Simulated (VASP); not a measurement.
Output of a VASP run:

### OSZICAR
```
       N       E                     dE             d eps       ncg     rms          rms(c)
DAV:   1    -0.254668065395E+03   -0.25467E+03   -0.27701E+03   384   0.476E+02
DAV:   2    -0.273267182303E+03   -0.18599E+02   -0.16858E+02   448   0.840E+01
DAV:   3    -0.273707226052E+03   -0.44004E+00   -0.44004E+00   392   0.162E+01
DAV:   4    -0.273708616197E+03   -0.13901E-02   -0.13901E-02   512   0.994E-01
DAV:   5    -0.109071980572E+02    0.26280E+03   -0.17050E+00   384   0.112E+01    0.514E+00
DAV:   6    -0.104369434191E+02    0.47025E+00   -0.11967E+00   336   0.614E+00    0.447E+00
DAV:   7    -0.104147621026E+02    0.22181E-01   -0.35104E-01   360   0.327E+00    0.402E+00
DAV:   8    -0.104164376265E+02   -0.16755E-02   -0.34034E-02   400   0.106E+00    0.258E+00
DAV:   9    -0.104140179824E+02    0.24196E-02   -0.16123E-03   432   0.326E-01    0.145E+00
DAV:  10    -0.104128203334E+02    0.11976E-02   -0.65758E-04   400   0.220E-01    0.730E-01
DAV:  11    -0.104124396057E+02    0.38073E-03   -0.28184E-04   416   0.141E-01    0.346E-01
DAV:  12    -0.104123103968E+02    0.12921E-03   -0.75033E-05   464   0.799E-02    0.163E-01
DAV:  13    -0.104122629723E+02    0.47424E-04   -0.25532E-05   440   0.478E-02    0.783E-02
DAV:  14    -0.104122459981E+02    0.16974E-04   -0.10865E-05   464   0.303E-02    0.391E-02
DAV:  15    -0.104122400640E+02    0.59341E-05   -0.43967E-06   464   0.190E-02    0.216E-02
DAV:  16    -0.104122379777E+02    0.20862E-05   -0.16730E-06   392   0.119E-02    0.139E-02
DAV:  17    -0.104122372332E+02    0.74456E-06   -0.61660E-07   200   0.746E-03
   1 F= -.10412237E+02 E0= -.10412237E+02  d E =-.181481E-24
```

### OUTCAR
```
------------------------ aborting loop because EDIFF is reached ----------------------------------------
  FORCE on cell =-STRESS in cart. coord.  units (eV):
  Direction    XX          YY          ZZ          XY          YZ          ZX
  --------------------------------------------------------------------------------------
  Total        0.8699996      0.8699996      0.8699996     -0.0000000      0.0000000      0.0000000
  in kB       42.0979406     42.0979406     42.0979406     -0.0000000      0.0000000      0.0000000
  external PRESSURE =      42.0979406 kB  Pullay stress =       0.0000000 kB
  volume of cell :       33.11
      direct lattice vectors                 reciprocal lattice vectors
     0.000000000  2.548666000  2.548666000    -0.196181061  0.196181061  0.196181061
     2.548666000  0.000000000  2.548666000     0.196181061 -0.196181061  0.196181061
     2.548666000  2.548666000  0.000000000     0.196181061  0.196181061 -0.196181061
 POSITION                                       TOTAL-FORCE (eV/Angst)
 -----------------------------------------------------------------------------------
      0.00000      0.00000      0.00000         0.000000      0.000000     -0.000000
      2.54867      2.54867      2.54867        -0.000000     -0.000000      0.000000
 -----------------------------------------------------------------------------------
    total drift:                                0.000000      0.000000      0.000000
  FREE ENERGIE OF THE ION-ELECTRON SYSTEM (eV)
  ---------------------------------------------------
  free  energy   TOTEN  =       -10.4122372332 eV

  energy  without entropy=      -10.4122372332  energy(sigma->0) =      -10.41223723

  exchange ACFDT corr.  =         0.00000000  see jH, gK, PRB 81, 115126
```
(Selected blocks of OUTCAR.)

### POSCAR
```
MgS
1
    0.0000000000     2.5486660000     2.5486660000
    2.5486660000     0.0000000000     2.5486660000
    2.5486660000     2.5486660000     0.0000000000
Mg S
1 1
Direct
  0.0000000000   0.0000000000   0.0000000000
  0.5000000000   0.5000000000   0.5000000000
```

### Question
Reconstruct the remaining input files.

### Answer
One answer among several that fit: the input of the run itself, PBE0 hybrid, plane waves, VASP's PBE PAW potentials (set 64).

INCAR:
```
! general
SYSTEM   = MgS
PREC     = Accurate
ENCUT    = 270
LREAL    = F   ! projection in real space or not
LASPH    = T   ! aspherical one-centre terms
ISYM     = 3

! electronic loop
EDIFF    = 1E-6
NELM     = 100   ! most electronic steps
ALGO     = Normal   ! blocked Davidson

! smearing
ISMEAR   = 0   ! Gaussian
SIGMA    = 0.01   ! width (eV)

! functional
GGA      = PE
LHFCALC  = T
AEXX     = 0.25
HFRCUT   = -1
PRECFOCK = Fast

! ions
ISIF     = 2

! output
LWAVE    = F
LCHARG   = F
```

**KPOINTS**
```
Automatic mesh
0
Gamma
 7 7 7
```

POTCAR, in this order: Mg S (PBE.64 set). Program: vasp_std.

At this cut-off the stress carries a Pulay error, which pulls relaxed volumes low.

The structure comes from a computed database's MgS entry; how it stands against other phases isn't given here. The cell was not relaxed at this level. The run is one of a series of settings (ENCUT = 270 against the base run), some of them coarse on purpose.
